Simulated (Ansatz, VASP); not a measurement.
# NbTe2 in two plane-wave programs, part 2 of 2

Wanted: the spread between two codes on one cell, functional and k mesh. The cell is taken from a series of runs on this material, whose earlier steps may have relaxed, scaled, displaced or heated it; both programs get it as it stands.

VASP 6.6.1 and Ansatz 0.2.0.

So far: The structure; Ansatz: zone-centre phonons, PBEsol.

## (3) VASP: zone-centre phonons, PBEsol

Level of this step: PBEsol; plane waves and PAW (Nb_sv, Te) (VASP).

The same cell, functional, mesh and smearing now go to VASP, with its own data sets.

Lines of VASP's logs that name or quote its potential files are left out, and so is its time.

Contents of INCAR:

```
SYSTEM = NbTe2
PREC = Accurate
ENCUT = 500
EDIFF = 1E-08
NELM = 120
ISMEAR = 1
SIGMA = 0.2
LREAL = .FALSE.
ALGO = Normal
GGA = PS
NBANDS = 18
LASPH = .TRUE.
LORBIT = 11
LWAVE = .FALSE.
LCHARG = .FALSE.
ISIF = 2
IBRION = 8
GGA_COMPAT = .FALSE.
NELMDL = -8
KPAR = 2
```

Contents of POSCAR:

```
NbTe2
1.0
    3.5838147352      0.0000000000      0.0000000000
   -1.7919073676      3.1036746032      0.0000000000
    0.0000000000      0.0000000000     30.4240000000
Nb Te
1 2
Direct
    0.0000000000      0.0000000000      0.3286878780
    0.3333333333      0.6666666667      0.3898498279
    0.6666666667      0.3333333333      0.2675259281
```

Contents of KPOINTS:

```
Automatic mesh
0
Gamma
18 18 1
0 0 0
```

The projector-augmented-wave data sets are Nb_sv and Te (PBE family, release 64).

On the command line:

```console
mpirun -np 2 vasp_std
```

Numbers of over 12 decimals in the logs are rounded to 6 here.

The program printed:

```text
[banner, memory and clock lines left out]
running    2 mpi-ranks, on    1 nodes
 distrk:  each k-point on    1 cores,    2 groups
 distr:  one band on    1 cores,    1 groups

 POSCAR found type information on POSCAR NbTe
 POSCAR found :  2 types and       3 ions
|                                                                             |
|               ----> ADVICE to this user running VASP <----                  |
|                                                                             |
|     You enforced a specific xc type in the INCAR file but a different       |
|     [... a line on the potential file left out ...]
|     I HOPE YOU KNOW WHAT YOU ARE DOING!                                     |
|                                                                             |

 LDA part: xc-table for (Slater+PW92), standard interpolation
 POSCAR, INCAR and KPOINTS ok, starting setup
 FFT: planning ... GRIDC
 FFT: planning ... GRID_SOFT
 FFT: planning ... GRID
 WAVECAR not read
 entering main loop
       N       E                     dE             d eps       ncg     rms          rms(c)
DAV:   1     0.137565564472E+03    0.13757E+03   -0.10514E+04  1852   0.959E+02
DAV:   2    -0.285014268927E+01   -0.14042E+03   -0.13812E+03  1822   0.232E+02
DAV:   3    -0.195368093355E+02   -0.16687E+02   -0.16562E+02  2622   0.666E+01
DAV:   4    -0.199942842380E+02   -0.45747E+00   -0.45392E+00  1838   0.121E+01
DAV:   5    -0.200231764740E+02   -0.28892E-01   -0.28759E-01  2422   0.284E+00
DAV:   6    -0.200235389446E+02   -0.36247E-03   -0.36231E-03  1800   0.360E-01
DAV:   7    -0.200235552043E+02   -0.16260E-04   -0.16256E-04  2254   0.694E-02
DAV:   8    -0.200235555698E+02   -0.36555E-06   -0.36529E-06  2056   0.104E-02    0.107E+01
DAV:   9    -0.194566949790E+02    0.56686E+00   -0.46044E+00  2080   0.138E+01    0.589E+00
DAV:  10    -0.194122027920E+02    0.44492E-01   -0.39484E+00  1918   0.957E+00    0.283E+00
DAV:  11    -0.192028901216E+02    0.20931E+00   -0.94801E-01  1908   0.583E+00    0.119E+00
DAV:  12    -0.192035916823E+02   -0.70156E-03   -0.10487E-01  2068   0.181E+00    0.560E-01
DAV:  13    -0.191989847646E+02    0.46069E-02   -0.24106E-02  1974   0.117E+00    0.165E-01
DAV:  14    -0.191987226830E+02    0.26208E-03   -0.14068E-03  2028   0.282E-01    0.842E-02
[...]
DAV:  25    -0.191996123574E+02   -0.23474E-05   -0.49062E-08  1546   0.136E-03    0.338E-04
DAV:  26    -0.191996135189E+02   -0.11615E-05   -0.15769E-08  1502   0.810E-04    0.192E-04
DAV:  27    -0.191996142196E+02   -0.70068E-06   -0.98790E-09  1438   0.401E-04    0.117E-04
DAV:  28    -0.191996143720E+02   -0.15240E-06   -0.10406E-09  1350   0.262E-04    0.701E-05
DAV:  29    -0.191996144728E+02   -0.10077E-06   -0.83991E-10  1202   0.166E-04    0.338E-05
DAV:  30    -0.191996144867E+02   -0.13878E-07    0.35689E-10  1090   0.864E-05    0.200E-05
DAV:  31    -0.191996144967E+02   -0.10021E-07    0.40142E-10  1004   0.454E-05    0.107E-05
DAV:  32    -0.191996145017E+02   -0.50136E-08    0.43265E-10   984   0.366E-05
   1 F= -.19199615E+02 E0= -.19198930E+02  d E =-.205402E-02
 Linear response reoptimize wavefunctions to high precision
DAV:   1    -0.191996145026E+02   -0.92678E-09    0.46625E-10  1124   0.237E-05
DAV:   2    -0.191996145027E+02   -0.25466E-10    0.46712E-10   878   0.166E-05
 Linear response DOF=           4
 Linear response progress:
  Degree of freedom:   1/  4
       N       E                     dE             d eps       ncg     rms          rms(c)
RMM:   1    -0.568256398640E+00   -0.56826E+00    0.63021E+00  3438   0.288E+01
RMM:   2    -0.485706155930E+00    0.82550E-01   -0.57431E-01  5177   0.540E+00    0.161E-01
RMM:   3    -0.486027758546E+00   -0.32160E-03   -0.42567E-02  6497   0.144E+00    0.939E-02
RMM:   4    -0.486713748734E+00   -0.68599E-03   -0.11233E-02  8126   0.490E-01    0.463E-02
RMM:   5    -0.487061889831E+00   -0.34814E-03   -0.10997E-03  8221   0.163E-01    0.326E-02
RMM:   6    -0.487029913245E+00    0.31977E-04   -0.38596E-04  7521   0.110E-01    0.166E-02
RMM:   7    -0.486953315046E+00    0.76598E-04   -0.10898E-04  8328   0.477E-02    0.503E-03
RMM:   8    -0.486880002383E+00    0.73313E-04   -0.50266E-05  8258   0.326E-02    0.315E-03
RMM:   9    -0.486877774132E+00    0.22283E-05   -0.31317E-05  8875   0.186E-02    0.195E-03
RMM:  10    -0.486880828933E+00   -0.30548E-05   -0.13342E-05  8420   0.120E-02    0.276E-04
RMM:  11    -0.486883766120E+00   -0.29372E-05   -0.11589E-05  8876   0.782E-03    0.302E-04
RMM:  12    -0.486885021426E+00   -0.12553E-05   -0.23312E-06  9054   0.548E-03    0.246E-04
RMM:  13    -0.486890831847E+00   -0.58104E-05   -0.27704E-06  8865   0.423E-03    0.219E-04
RMM:  14    -0.486889942401E+00    0.88945E-06   -0.15009E-06  8687   0.324E-03    0.290E-05
RMM:  15    -0.486889669008E+00    0.27339E-06   -0.17255E-06  8876   0.254E-03    0.664E-05
RMM:  16    -0.486889671532E+00   -0.25240E-08   -0.12637E-06  9077   0.203E-03    0.939E-05
RMM:  17    -0.486889534900E+00    0.13663E-06   -0.10099E-06  8661   0.165E-03    0.125E-04
RMM:  18    -0.486889990981E+00   -0.45608E-06    0.26494E-07  7887   0.138E-03    0.122E-04
RMM:  19    -0.486890253157E+00   -0.26218E-06   -0.15618E-06  8277   0.114E-03    0.128E-04
RMM:  20    -0.486890589275E+00   -0.33612E-06   -0.34915E-09  8194   0.957E-04    0.125E-04
 first order change of Fermi-energy  -0.78013E-03
 force on displaced ion       1 direction 1 :  -7.023   0.000   0.000
 Linear response progress:
  Degree of freedom:   2/  4
       N       E                     dE             d eps       ncg     rms          rms(c)
RMM:   1    -0.697045958838E+00   -0.69705E+00    0.81874E+00  1398   0.310E+01
RMM:   2    -0.595864806165E+00    0.10118E+00   -0.57048E-01  2117   0.515E+00    0.204E-01
RMM:   3    -0.595805309086E+00    0.59497E-04   -0.37035E-02  2549   0.131E+00    0.113E-01
RMM:   4    -0.596776609489E+00   -0.97130E-03   -0.12111E-02  3158   0.409E-01    0.704E-02
RMM:   5    -0.597042111646E+00   -0.26550E-03   -0.78997E-04  3092   0.132E-01    0.496E-02
RMM:   6    -0.596597096777E+00    0.44501E-03   -0.37791E-04  2928   0.981E-02    0.212E-02
RMM:   7    -0.596523212492E+00    0.73884E-04   -0.88941E-05  3180   0.401E-02    0.109E-02
RMM:   8    -0.596520150220E+00    0.30623E-05   -0.49455E-05  3282   0.285E-02    0.215E-03
RMM:   9    -0.596502865187E+00    0.17285E-04   -0.23753E-05  3547   0.148E-02    0.236E-03
RMM:  10    -0.596501570514E+00    0.12947E-05   -0.12919E-05  3408   0.908E-03    0.128E-03
RMM:  11    -0.596505067318E+00   -0.34968E-05   -0.95956E-06  3312   0.668E-03    0.387E-04
RMM:  12    -0.596510537657E+00   -0.54703E-05   -0.47648E-06  3460   0.472E-03    0.317E-04
RMM:  13    -0.596511257370E+00   -0.71971E-06   -0.26565E-06  3469   0.342E-03    0.102E-04
RMM:  14    -0.596511691200E+00   -0.43383E-06   -0.30493E-06  3519   0.264E-03    0.803E-05
[...]
RMM:  18    -0.596515294491E+00   -0.39124E-06   -0.70973E-07  3426   0.123E-03    0.180E-05
RMM:  19    -0.596515291678E+00    0.28129E-08   -0.11327E-06  3501   0.103E-03    0.184E-05
RMM:  20    -0.596515316175E+00   -0.24498E-07   -0.62647E-07  3648   0.884E-04    0.336E-05
RMM:  21    -0.596515343551E+00   -0.27375E-07   -0.37448E-07  3408   0.775E-04    0.441E-05
RMM:  22    -0.596515343268E+00    0.28252E-09   -0.80280E-07  3369   0.680E-04    0.548E-05
RMM:  23    -0.596515373135E+00   -0.29867E-07   -0.69460E-07  3435   0.604E-04    0.646E-05
RMM:  24    -0.596515380673E+00   -0.75380E-08   -0.64662E-07  3344   0.539E-04    0.736E-05
RMM:  25    -0.596515374060E+00    0.66130E-08   -0.80476E-08  3253   0.485E-04    0.820E-05
 first order change of Fermi-energy   0.27994E-03
 force on displaced ion       1 direction 3 :   0.000  -0.000 -19.764
 Linear response progress:
  Degree of freedom:   3/  4
       N       E                     dE             d eps       ncg     rms          rms(c)
RMM:   1    -0.425715434132E-01   -0.42572E-01   -0.22949E-02 14820   0.974E-01
RMM:   2    -0.384622436814E-01    0.41093E-02   -0.56759E-03 11875   0.360E-01    0.636E-02
RMM:   3    -0.385819315732E-01   -0.11969E-03   -0.69398E-04 13262   0.111E-01    0.353E-02
RMM:   4    -0.386152966165E-01   -0.33365E-04   -0.10941E-04 14527   0.386E-02    0.261E-02
RMM:   5    -0.386653998429E-01   -0.50103E-04   -0.26538E-05 13112   0.259E-02    0.260E-03
RMM:   6    -0.386580351490E-01    0.73647E-05   -0.79326E-06 14820   0.106E-02    0.149E-03
RMM:   7    -0.386542441687E-01    0.37910E-05   -0.19497E-06 15620   0.477E-03    0.487E-04
RMM:   8    -0.386535551931E-01    0.68898E-06   -0.54829E-07 15552   0.206E-03    0.354E-04
RMM:   9    -0.386534268820E-01    0.12831E-06   -0.97156E-08 15652   0.107E-03    0.184E-04
RMM:  10    -0.386534687084E-01   -0.41826E-07    0.10758E-07 16095   0.550E-04    0.801E-05
RMM:  11    -0.386535442290E-01   -0.75521E-07   -0.22904E-08 16255   0.298E-04    0.349E-05
RMM:  12    -0.386535767189E-01   -0.32490E-07    0.11134E-07 16277   0.173E-04    0.117E-05
RMM:  13    -0.386535946962E-01   -0.17977E-07   -0.40346E-08 16579   0.111E-04    0.519E-06
RMM:  14    -0.386536014196E-01   -0.67234E-08    0.72761E-08 16490   0.781E-05    0.178E-06
 first order change of Fermi-energy   0.17337E-03
 force on displaced ion       2 direction 1 :  -4.326  -0.001   0.001
 Linear response progress:
  Degree of freedom:   4/  4
       N       E                     dE             d eps       ncg     rms          rms(c)
RMM:   1    -0.910495196400E-01   -0.91050E-01   -0.12291E-02  3380   0.111E+00
RMM:   2    -0.844935496258E-01    0.65560E-02   -0.77239E-03  2739   0.419E-01    0.153E-01
RMM:   3    -0.845045665486E-01   -0.11017E-04   -0.12722E-03  2634   0.194E-01    0.985E-02
RMM:   4    -0.844860828771E-01    0.18484E-04   -0.30284E-04  2868   0.908E-02    0.796E-02
RMM:   5    -0.845090939261E-01   -0.23011E-04   -0.96163E-05  3056   0.455E-02    0.680E-02
RMM:   6    -0.845434255546E-01   -0.34332E-04   -0.43340E-05  2532   0.488E-02    0.131E-02
RMM:   7    -0.845441309519E-01   -0.70540E-06   -0.20853E-05  3288   0.195E-02    0.850E-03
RMM:   8    -0.845445572687E-01   -0.42632E-06   -0.52979E-06  3381   0.749E-03    0.859E-03
RMM:   9    -0.845446253070E-01   -0.68038E-07   -0.11156E-06  3507   0.318E-03    0.920E-03
RMM:  10    -0.845433482357E-01    0.12771E-05   -0.71410E-07  2655   0.524E-03    0.815E-03
 first order change of Fermi-energy   0.18427E+00
 force on displaced ion       2 direction 3 :   0.000   0.000 -10.686
 Linear response finished
```

From OUTCAR (step 3):

```text
ion  position               nearest neighbor table
   1  0.000  0.000  0.329-   3 2.78   2 2.78   3 2.78   2 2.78   3 2.78   2 2.78
   2  0.333  0.667  0.390-   1 2.78   1 2.78   1 2.78
   3  0.667  0.333  0.268-   1 2.78   1 2.78   1 2.78

  LATTYP: Found a hexagonal cell.
 ALAT       =     3.5838147352
 C/A-ratio  =     8.4892781151

 Subroutine GETGRP returns: Found 12 space group operations
 (whereof  6 operations were pure point group operations)

The static configuration has the point symmetry C_3v.
 The point group associated with its full space group is D_3d.

 Found     37 irreducible k-points:

   k-points           NKPTS =     37   k-points in BZ     NKDIM =     37   number of bands    NBANDS=     18

   dimension x,y,z NGX =    28 NGY =   28 NGZ =  224
   dimension x,y,z NGXF=    56 NGYF=   56 NGZF=  448

   ENCUT  =  500.0 eV  36.75 Ry    6.06 a.u.   6.53  6.53 55.47*2*pi/ulx,y,z

   NELECT =      25.0000    total number of electrons

 k-points in reciprocal lattice and weights: Automatic mesh
   0.00000000  0.00000000  0.00000000       0.003
   0.05555556  0.00000000  0.00000000       0.019
   0.11111111  0.00000000  0.00000000       0.019
   0.16666667  0.00000000  0.00000000       0.019
   0.22222222  0.00000000  0.00000000       0.019
   0.27777778  0.00000000  0.00000000       0.019
   0.33333333  0.00000000  0.00000000       0.019
   0.38888889  0.00000000  0.00000000       0.019
   0.44444444  0.00000000  0.00000000       0.019
[...]
0.33333333  0.27777778  0.00000000       0.037
   0.33333333  0.33333333  0.00000000       0.006

 average (electrostatic) potential at core
       1 -90.4672       2 -95.7810       3 -95.7810

  Total       -0.0187828     -0.0187828      0.0116362      0.0000000      0.0000000      0.0000000
  in kB       -0.0889266     -0.0889266      0.0550912      0.0000000      0.0000000      0.0000000
  external PRESSURE =      -0.0409207 kB  Pullay stress =       0.0000000 kB

  energy-cutoff  :      500.00
  volume of cell :      338.41
      direct lattice vectors                 reciprocal lattice vectors
     3.583814735  0.000000000  0.000000000     0.279032281  0.161099363  0.000000000
    -1.791907368  3.103674603  0.000000000     0.000000000  0.322198725  0.000000000
     0.000000000  0.000000000 30.424000000     0.000000000  0.000000000  0.032868788

 POSITION                                       TOTAL-FORCE (eV/Angst)
 -----------------------------------------------------------------------------------
      0.00000      0.00000     10.00000         0.000000      0.000000      0.000000
     -0.00000      2.06912     11.86079         0.000000     -0.000000      0.008734
      1.79191      1.03456      8.13921        -0.000000      0.000000     -0.008734
 -----------------------------------------------------------------------------------
    total drift:                                0.000000      0.000000      0.000005

 Eigenvectors and eigenvalues of the dynamical matrix
 ----------------------------------------------------

   1 f  =    8.443217 THz    53.050294 2PiTHz  281.635390 cm-1    34.918322 meV
             X         Y         Z           dx          dy          dz
      0.000000  0.000000 10.000000     0.000000    0.000000    0.853985
     -0.000000  2.069116 11.860791     0.000000    0.000000   -0.367906
      1.791907  1.034558  8.139209    -0.000000   -0.000000   -0.367906

   2 f  =    5.018729 THz    31.533601 2PiTHz  167.406763 cm-1    20.755784 meV
             X         Y         Z           dx          dy          dz
      0.000000  0.000000 10.000000    -0.000002   -0.856443    0.000000
     -0.000000  2.069116 11.860791     0.000001    0.365038    0.000000
      1.791907  1.034558  8.139209     0.000001    0.365038   -0.000000

   3 f  =    5.018729 THz    31.533601 2PiTHz  167.406763 cm-1    20.755784 meV
             X         Y         Z           dx          dy          dz
      0.000000  0.000000 10.000000     0.856443   -0.000002   -0.000000
     -0.000000  2.069116 11.860791    -0.365038    0.000001   -0.000000
      1.791907  1.034558  8.139209    -0.365038    0.000001    0.000000

   4 f  =    4.651799 THz    29.228114 2PiTHz  155.167305 cm-1    19.238285 meV
             X         Y         Z           dx          dy          dz
      0.000000  0.000000 10.000000    -0.000000   -0.000000    0.000000
     -0.000000  2.069116 11.860791     0.000000    0.000000   -0.707107
      1.791907  1.034558  8.139209    -0.000000   -0.000000    0.707107

   5 f  =    3.139651 THz    19.727011 2PiTHz  104.727498 cm-1    12.984549 meV
             X         Y         Z           dx          dy          dz
      0.000000  0.000000 10.000000    -0.000000    0.000000    0.000000
     -0.000000  2.069116 11.860791    -0.000005    0.707107    0.000000
      1.791907  1.034558  8.139209     0.000005   -0.707107    0.000000

   6 f  =    3.139651 THz    19.727011 2PiTHz  104.727498 cm-1    12.984549 meV
             X         Y         Z           dx          dy          dz
      0.000000  0.000000 10.000000     0.000000    0.000000   -0.000000
     -0.000000  2.069116 11.860791     0.707107    0.000005   -0.000000
      1.791907  1.034558  8.139209    -0.707107   -0.000005   -0.000000

   7 f/i=    0.002231 THz     0.014015 2PiTHz    0.074405 cm-1     0.009225 meV
             X         Y         Z           dx          dy          dz
      0.000000  0.000000 10.000000     0.380378   -0.349025    0.000000
     -0.000000  2.069116 11.860791     0.446216   -0.409437    0.000000
      1.791907  1.034558  8.139209     0.446216   -0.409437    0.000000

   8 f/i=    0.002231 THz     0.014015 2PiTHz    0.074405 cm-1     0.009225 meV
             X         Y         Z           dx          dy          dz
      0.000000  0.000000 10.000000    -0.349025   -0.380378    0.000000
     -0.000000  2.069116 11.860791    -0.409437   -0.446216    0.000000
      1.791907  1.034558  8.139209    -0.409437   -0.446216    0.000000

   9 f/i=    0.036287 THz     0.228001 2PiTHz    1.210420 cm-1     0.150073 meV
             X         Y         Z           dx          dy          dz
      0.000000  0.000000 10.000000     0.000000   -0.000000   -0.520297
     -0.000000  2.069116 11.860791     0.000000   -0.000000   -0.603859
      1.791907  1.034558  8.139209     0.000000   -0.000000   -0.603859

 ELASTIC MODULI CONTR FROM IONIC RELAXATION (kBar)
 Direction    XX          YY          ZZ          XY          YZ          ZX
 --------------------------------------------------------------------------------
 XX         -84.0160    -43.3911   -151.9797     -0.0000     59.6905      0.0000
 YY         -43.3911    -84.0160   -151.9797      0.0000    -59.6905     -0.0000
 ZZ        -151.9797   -151.9797   -362.5830      0.0000     -0.0000     -0.0000
 XY          -0.0000      0.0000      0.0000    -20.3124      0.0000     51.2195
 YZ          59.6905    -59.6905     -0.0000      0.0000   -175.4079     -0.0000
 ZX           0.0000     -0.0000     -0.0000     51.2195     -0.0000   -129.1541
 --------------------------------------------------------------------------------
```

This run has no spin polarisation. Its electron count is odd, so without a moment it is a metal by construction.

## (4) Comparison

Known differences besides the potentials themselves: Ansatz cuts the interaction across the vacuum, VASP repeats the sheet without a dipole correction; the data sets hold 45 valence electrons in Ansatz (on its PAW soft_1 files) and 25 in VASP; the cutoff is 420 eV in Ansatz and 500 eV in VASP; Ansatz makes its cores anew for this functional, VASP keeps those of its PBE data sets. Total energies have different zeros and are not compared.

Compared:

```
                  quantity  Ansatz   VASP  difference
optical mode 1 to 2 (cm⁻¹)   104.8  104.7     +0.06 %
     optical mode 3 (cm⁻¹)   154.8  155.2     -0.26 %
optical mode 4 to 5 (cm⁻¹)   165.2  167.4     -1.29 %
     optical mode 6 (cm⁻¹)   280.3  281.6     -0.48 %
```

Modes are paired by rising frequency, not by their patterns, so a pair may set unlike modes beside each other; they are those without the splitting of longitudinal modes. Where the cell holds vacuum, a pressure given here is an average over it and none of the material.

## (5) Outcome

```json
{"r.m.s. difference of the optical zone-centre modes, each program's sorted by frequency (zone-centre phonons, PBEsol)": "1.4 cm⁻¹", "difference in optical mode 4 to 5 (zone-centre phonons, PBEsol)": "-1.3 %"}
```

The r.m.s. difference of the optical zone-centre modes, each program's sorted by frequency is 1.4 cm⁻¹ (zone-centre phonons, PBEsol). The data sets hold unlike numbers of valence electrons (45 in Ansatz and 25 in VASP), so part of the differences may come from the potentials. Among the rows given in per cent, the largest difference of the zone-centre phonons, PBEsol pair is in optical mode 4 to 5, -1.3 %. How closely two codes agree says nothing of how well the functional describes the real material.

[Lines on the potential files, build, host, timing and source positions are cut from VASP's logs without a mark.]

[Logs are printed without paths, hosts, clocks, repeated set-up lines and the standing remarks that a program may print on its own settings, such as how far it seeks lower states.]

[Hosts, paths, dates, database ids (printed as entryN), source tags and the programs' standing remarks are cut or masked in the printed files.]
